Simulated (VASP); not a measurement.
The system is GaN.

```
Ga N
1.0
     3.21773    0.00000    0.00000
    -1.60886    2.78663    0.00000
     0.00000    0.00000    5.24405
Ga N
2 2
Cartesian
  0.0000 1.8578 5.2398
  1.6089 0.9289 2.6178
  0.0000 1.8578 1.9708
  1.6089 0.9289 4.5928
```

Base run:

| Item | Value |
| --- | --- |
| Program | VASP 6.6.1 |
| Functional | PBE |
| Potentials or basis | VASP PAW PBE potentials, release 64 (Ga_d, N) |
| Cutoff | 520 eV |
| k mesh | 6 × 6 × 3 |
| Occupations | gaussian, width 0.03 eV |
| Spin | no spin polarisation |

Its results: band gap on the k mesh 1.71 eV, direct; pressure 0.1 GPa.

Problem. The run is repeated on the same cell with these changes: functional from PBE to HSE06. What comes out?

Solution. Band gap on the k mesh 2.98 eV, direct; pressure -6.2 GPa.

HSE06 gives the wider gap, since exact exchange removes part of the self-interaction.

Caveats: the PAW data sets were made with another functional, which shifts forces and pressure a little (some runs).
